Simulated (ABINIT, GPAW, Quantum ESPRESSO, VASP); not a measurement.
One structure in several programs: YSe (Fm-3m, 2 atoms in the cell)

Self-consistent single point.

```
CELL_PARAMETERS angstrom
      0.00000     2.87839     2.87839
      2.87839     0.00000     2.87839
      2.87839     2.87839     0.00000
ATOMIC_POSITIONS crystal
  Y  0.50000 0.50000 0.50000
  Se 0.00000 0.00000 0.00000
```

All programs got the same cell, k-point mesh and kind of occupations (in ABINIT's words: tsmear = 0.2 eV; ngkpt = 8 8 8; nshiftk = 1; shiftk = 0 0 0); potentials, basis and cutoffs are each program's usual ones.

```json
[
 {"code": "ABINIT", "model": "PBEsol, PAW (JTH v2.0 PBE PAW, files made for PBE)", "pressure (GPa)": "-2.80", "cutoff": "20 Ha"},
 {"code": "VASP", "model": "PBEsol, VASP's PBE PAW potentials (set 64)", "pressure (GPa)": "-2.73", "cutoff": "300 eV"},
 {"code": "Quantum ESPRESSO", "model": "PBEsol, SSSP 1.1.2 precision (PBE) pseudopotentials", "pressure (GPa)": "-2.66", "cutoff": "50 Ry"},
 {"code": "GPAW", "model": "PBEsol, GPAW PAW datasets PBEsol (made by gpaw-setup)", "pressure (GPa)": "-2.99", "cutoff": "550 eV"}
]
```

The spread over the programs that give each value: pressure within 0.33 GPa.

The starting cell comes from a database of computed structures (which also holds hypothetical and non-ambient phases and stackings), without a prior relaxation at this level. On ABINIT's run: The potentials were made for another functional than the one used.

Why do the programs differ, and what cannot be compared?

Differences of this kind can come from the potentials, where these differ, and from what each basis and cutoff leave unconverged. The zero of total energies and Fermi levels follows the potentials and each program's conventions, so they are not compared here.

VASP's run is marked for a possible Pulay error in its stress at this cutoff; no cutoff test was made.

Left out of this page: Ansatz, CP2K, Elk, FLEUR and SIESTA (not drawn, or without a comparable value).
